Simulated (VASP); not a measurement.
```yaml
crystal:
  lattice:
    - [0.00000, 3.44062, 3.44062]
    - [3.44062, 0.00000, 3.44062]
    - [3.44062, 3.44062, 0.00000]
  atoms:
    - { symbol: Rb, position: [0.00000, 0.00000, 0.00000] }
    - { symbol: Br, position: [0.50000, 0.50000, 0.50000] }
```

Computed with PBE GGA with D3 dispersion (Becke-Johnson damping), VASP's PBE PAW potentials (set 64) (plane waves; VASP). Run with 400 eV cut-off, Gaussian smearing of 0.050 eV, potentials Rb_sv Br.

Predict the band gap (along the path) with the smallest direct gap where there is one.

The band gap (along the path) is 4.33 eV. The smallest direct gap (along the path) is 4.33 eV.

Total energies compare only between runs with the same potentials, cut-off and functional.

The structure comes from a measured RbBr entry (Fm-3m) of the Crystallography Open Database, whose conditions weren't checked. It was relaxed first.
